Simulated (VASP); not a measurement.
Data:

```
Y
1.0
    3.65693     0.00000     0.00000
   -1.82846     3.16699     0.00000
    0.00000     0.00000     5.64382
Y
2
Direct
  0.66667   0.33333   0.75000
  0.33333   0.66667   0.25000
```

Method: PBE GGA, VASP's PBE PAW potentials (set 64) (plane waves; VASP). Numerical set-up: PREC = Normal, EDIFF = 1E-5, 400 eV cut-off, 13×13×7 Γ-centred mesh, first-order Methfessel-Paxton smearing of 0.10 eV, potentials Y_sv.

### Question
Predict the energy per atom (σ→0), band gap (on the k-mesh) with the smallest direct gap where there is one.

### Answer

| Quantity | Result |
|---|---|
| band gap (on the k-mesh) | none (metal, semimetal or under 0.01 eV) |
| energy per atom (σ→0) | -6.431 eV/atom |

Only differences to runs with the same potentials and settings are physical.

The compound is Y in the hcp structure. It was relaxed first.
